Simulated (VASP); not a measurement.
Data:

```yaml
crystal:
  lattice:
    - [4.09504, 0.00000, 0.00000]
    - [0.00000, 4.09504, 0.00000]
    - [0.00000, 0.00000, 4.09504]
  atoms:
    - { symbol: Cu, position: [0.75000, 0.25000, 0.75000] }
    - { symbol: Cu, position: [0.25000, 0.75000, 0.75000] }
    - { symbol: Cu, position: [0.75000, 0.75000, 0.25000] }
    - { symbol: Cu, position: [0.25000, 0.25000, 0.25000] }
    - { symbol: O, position: [0.00000, 0.00000, 0.00000] }
    - { symbol: O, position: [0.50000, 0.50000, 0.50000] }
```

Calculation: LDA (Ceperley-Alder, Perdew-Zunger), VASP's LDA PAW potentials (set 64) (plane waves; VASP). Run with 520 eV cut-off, 5×5×5 Γ-centred mesh, Gaussian smearing of 0.050 eV, potentials Cu O.

### Question
What does the run give for the energy per atom (σ→0), pressure, band gap (on the k-mesh) with the smallest direct gap where there is one?

### Answer

band gap (on the k-mesh): 0.80 eV
smallest direct gap (on the k-mesh): 0.80 eV
energy per atom (σ→0): -5.409 eV/atom
pressure: 10.34 GPa

The compound is Cu2O in the cuprite structure. This cell is one point of a volume scan, at 0.94 of the reference volume.
